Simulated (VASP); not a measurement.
Input:

```
CoTi
1.0
    3.00240     0.00000     0.00000
    0.00000     3.00240     0.00000
    0.00000     0.00000     3.00240
Ti Co
1 1
Direct
  0.00000   0.00000   0.00000
  0.50000   0.50000   0.50000
```

Calculation: MS2 meta-GGA, VASP's PBE PAW potentials (set 64) (plane waves; VASP 6.6.1). Run with 520 eV cut-off, 12×12×12 Γ-centred mesh, first-order Methfessel-Paxton smearing of 0.10 eV, potentials Ti_sv Co.

**Question.** Give the stress tensor in GPa (positive for a compressed cell).

**Answer.** 
```
-10.40    0.00    0.00
  0.00  -10.40    0.00
  0.00    0.00  -10.40
```
The pressure is its mean diagonal, -10.40 GPa.

The compound is TiCo in the CsCl type structure. This cell is one point of a volume scan, at 1.06 of the reference volume. The run is not spin-polarised, so no magnetic state was tried. The electron count is odd and the run is not spin-polarised, which forces a metal.
